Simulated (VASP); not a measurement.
OSZICAR of a VASP run on HfAu2 (space group I4/mmm):

File OSZICAR:
```
       N       E                     dE             d eps       ncg     rms          rms(c)
DAV:   1     0.116935745741E+03    0.11694E+03   -0.12132E+04  1616   0.986E+02
DAV:   2    -0.183434020055E+02   -0.13528E+03   -0.12761E+03  1800   0.259E+02
DAV:   3    -0.228829733251E+02   -0.45396E+01   -0.44453E+01  1884   0.403E+01
DAV:   4    -0.229540410027E+02   -0.71068E-01   -0.70817E-01  1804   0.554E+00
DAV:   5    -0.229553113059E+02   -0.12703E-02   -0.12700E-02  1888   0.655E-01    0.493E+01
DAV:   6    -0.214709861491E+02    0.14843E+01   -0.43573E+00  1652   0.170E+01    0.262E+01
DAV:   7    -0.212653487229E+02    0.20564E+00   -0.15365E+00  1724   0.616E+00    0.979E+00
DAV:   8    -0.211902343472E+02    0.75114E-01   -0.36394E-01  1812   0.467E+00    0.183E+00
DAV:   9    -0.211792669379E+02    0.10967E-01   -0.88759E-02  1808   0.196E+00    0.134E+00
DAV:  10    -0.211787897511E+02    0.47719E-03   -0.25539E-03  1768   0.318E-01    0.176E-01
DAV:  11    -0.211787888163E+02    0.93481E-06   -0.21369E-04  1956   0.925E-02    0.866E-02
DAV:  12    -0.211787846740E+02    0.41423E-05   -0.97061E-06  1832   0.202E-02    0.125E-02
DAV:  13    -0.211787846830E+02   -0.90190E-08   -0.84477E-07  1004   0.653E-03
   1 F= -.21178785E+02 E0= -.21172631E+02  d E =-.123070E-01
```

Task: Which electronic solver shows in the log?

Result: It is blocked Davidson (ALGO = Normal, or the opening steps of other solvers). The INCAR had ALGO = Normal.

Task: Can the final energy be trusted as converged?

Result: The calculation finished and met its thresholds. It stopped with EDIFF = 1E-6, NELM = 100 (LDA (Ceperley-Alder, Perdew-Zunger), plane waves, VASP's LDA PAW potentials (set 64)).

The structure was generated: HfAu2 was put into an ordered model structure, which need not be its known phase. The cell was not relaxed at this level. The k-mesh is coarse (spacing up to 0.35 per Å, 2π included), so the numbers may not be converged in it.
